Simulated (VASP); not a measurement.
Calculation: AM05 GGA, VASP's PBE PAW potentials (set 64) (plane waves; VASP).

A VASP calculation is set up with these files.

**INCAR**
```
SYSTEM = Mg
PREC = Accurate; ENCUT = 520; LREAL = .FALSE.
LASPH = .TRUE.
EDIFF = 1E-6; NELM = 100; ALGO = Normal
ISMEAR = 1; SIGMA = 0.1
GGA = AM
IBRION = 2; NSW = 60; ISIF = 3
EDIFFG = -0.01
LWAVE = .FALSE.; LCHARG = .FALSE.
```

POSCAR:
```
Mg
1.0
  1.5969249419  -2.7659555823   0.0000000000
  1.5969249419   2.7659555823   0.0000000000
  0.0000000000   0.0000000000   5.1014849031
Mg
2
Cart
  1.5969249419   0.9219870381   1.2753712258
  1.5969249419  -0.9219870381   3.8261136773
```

**KPOINTS**
```
Automatic mesh
0
Gamma
12 12 7
0 0 0
```

POTCAR, in this order: Mg (PBE.64 set). Program: vasp_std.

**Question.** Estimate the energy per atom (σ→0), band gap (on the k-mesh).

**Answer.** 
The energy per atom (σ→0) comes out as -1.634 eV/atom and the band gap (on the k-mesh) is none (metal, semimetal or under 0.01 eV).

OSZICAR:
```
...
DAV:   4    -0.330262102761E+01   -0.57112E-04   -0.57112E-04  1260   0.127E-01
DAV:   5    -0.330262121874E+01   -0.19113E-06   -0.19102E-06  1272   0.641E-03    0.103E+00
DAV:   6    -0.328548090276E+01    0.17140E-01   -0.18250E-03  1140   0.433E-01    0.648E-01
DAV:   7    -0.326871744601E+01    0.16763E-01   -0.95309E-03  1044   0.758E-01    0.361E-02
DAV:   8    -0.326871797583E+01   -0.52983E-06   -0.34435E-05  1284   0.607E-02    0.107E-02
DAV:   9    -0.326870882926E+01    0.91466E-05   -0.46797E-06  1236   0.142E-02    0.605E-04
DAV:  10    -0.326870873993E+01    0.89331E-07   -0.21524E-08   804   0.130E-03
   1 F= -.32687087E+01 E0= -.32687922E+01  d E =-.326871E+01
```

The compound is Mg in the hcp structure. It was relaxed first. The start is the result of an earlier pass.
